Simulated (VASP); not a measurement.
The system is BaMgSbF.

```
Ba Sb Mg F
1.0
     4.57330    0.00000    0.00000
     0.00000    4.57330    0.00000
     0.00000    0.00000    9.81840
Ba Sb Mg F
2 2 2 2
Direct
  0.50000 0.00000 0.14046
  0.00000 0.50000 0.85954
  0.50000 0.00000 0.67501
  0.00000 0.50000 0.32499
  0.50000 0.50000 0.50000
  0.00000 0.00000 0.50000
  0.50000 0.50000 0.00000
  0.00000 0.00000 0.00000
```

The cell comes from a database or a generator and needn't be the stable form of this composition.

```yaml
Program: VASP 6.6.1
Task: relaxation of cell and atoms
Functional: PBE
Potentials_or_basis: VASP PAW PBE potentials, release 64 (Ba_sv, Sb, Mg, F)
Cutoff: 600 eV
k_mesh: 6 × 6 × 4
Occupations: gaussian, width 0.03 eV
Spin: no spin polarisation
```

At the start: pressure 2.0 GPa; volume 25.67 Å³/atom.

Problem. Where does the relaxation end?

Solution. Over 11 steps the energy falls by 7.0 meV/atom and the volume is 26.77 Å³/atom (+4.3 %); space group P4/nmm (No. 129, to 0.05 Å).

Step by step:
| step | energy change (eV) | largest force (eV/Å) | pressure (GPa) | volume (Å³) |
| --- | --- | --- | --- | --- |
| 1 | 0.0000 | 0.2115 | 2.04 | 205.35 |
| 2 | -0.0528 | 0.0661 | -0.31 | 215.21 |
| 3 | -0.0545 | 0.0276 | 0.01 | 213.68 |
| 4 | -0.0545 | 0.0320 | -0.02 | 213.85 |
| 5 | -0.0549 | 0.0307 | -0.03 | 213.94 |
| 6 | -0.0557 | 0.0232 | -0.03 | 214.20 |
| 7 | -0.0549 | 0.0153 | -0.05 | 214.70 |
| 8 | -0.0558 | 0.0192 | -0.04 | 214.33 |
| 9 | -0.0558 | 0.0117 | 0.04 | 213.97 |
| 10 | -0.0558 | 0.0112 | 0.02 | 214.07 |
| 11 | -0.0559 | 0.0029 | 0.01 | 214.14 |

Final structure:
```cif
data_structure
_symmetry_space_group_name_H-M 'P 1'
_symmetry_Int_Tables_number 1
_cell_length_a 4.6233
_cell_length_b 4.6233
_cell_length_c 10.0184
_cell_angle_alpha 90.000
_cell_angle_beta 90.000
_cell_angle_gamma 90.000
_cell_volume 214.14
loop_
_atom_site_label
_atom_site_type_symbol
_atom_site_fract_x
_atom_site_fract_y
_atom_site_fract_z
_atom_site_occupancy
Ba1 Ba 0.50000 0.00000 0.14174 1
Ba2 Ba 0.00000 0.50000 0.85826 1
Sb1 Sb 0.50000 0.00000 0.67484 1
Sb2 Sb 0.00000 0.50000 0.32516 1
Mg1 Mg 0.50000 0.50000 0.50000 1
Mg2 Mg 0.00000 0.00000 0.50000 1
F1 F 0.50000 0.50000 0.00000 1
F2 F 0.00000 0.00000 0.00000 1
```
